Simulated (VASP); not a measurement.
A VASP calculation is set up with these files.

POSCAR:
```
La
1
    1.8850000000    -3.2649160000     0.0000000000
    1.8850000000     3.2649160000     0.0000000000
    0.0000000000     0.0000000000    12.1600000000
La
4
Direct
  0.0000000000   0.0000000000   0.5000000000
  0.0000000000   0.0000000000   0.0000000000
  0.3333330000   0.6666670000   0.2500000000
  0.6666670000   0.3333330000   0.7500000000
```

### KPOINTS
```
Automatic
0
G
 9 9 3
```

INCAR:
```
ALGO = Normal
EDIFF = 1E-6
ENCUT = 400
GGA = PE
ISIF = 2
ISMEAR = 1
LASPH = T
LCHARG = F
LMAXMIX = 6
LREAL = F
LWAVE = F
NELM = 100
PREC = Accurate
SIGMA = 0.1
SYSTEM = La
```

POTCAR, in this order: La (PBE.64 set). Program: vasp_std.

**Question.** Write an equivalent input for Quantum ESPRESSO's pw.x.

**Answer.** One equivalent input (not run):
```
&CONTROL
  calculation = 'scf'
  pseudo_dir = './pseudo'
  outdir = './out'
  tprnfor = .true.
  tstress = .true.
/
&SYSTEM
  ibrav = 0
  nat = 4
  ntyp = 1
  ecutwfc = 110
  occupations = 'smearing'
  smearing = 'methfessel-paxton'
  degauss = 0.00735
  input_dft = 'pbe'
/
&ELECTRONS
  conv_thr = 7.3e-08
  electron_maxstep = 100
/
ATOMIC_SPECIES
  La 138.905 La.upf
CELL_PARAMETERS angstrom
     1.8850000   -3.2649160    0.0000000
     1.8850000    3.2649160    0.0000000
     0.0000000    0.0000000   12.1600000
ATOMIC_POSITIONS crystal
  La   0.0000000  0.0000000  0.5000000
  La   0.0000000  0.0000000  0.0000000
  La   0.3333330  0.6666670  0.2500000
  La   0.6666670  0.3333330  0.7500000
K_POINTS automatic
  9 9 3 0 0 0
```
The two are equivalent in intent, not identical: the potentials are each code's own (VASP's PAW set, PseudoDojo norm-conserving files in pw.x), so ENCUT and ecutwfc are chosen apart and not converted; conv_thr bounds pw.x's estimated SCF error, while EDIFF bounds the energy change between steps.

The compound is La in the dhcp structure. The cell was not relaxed at this level.
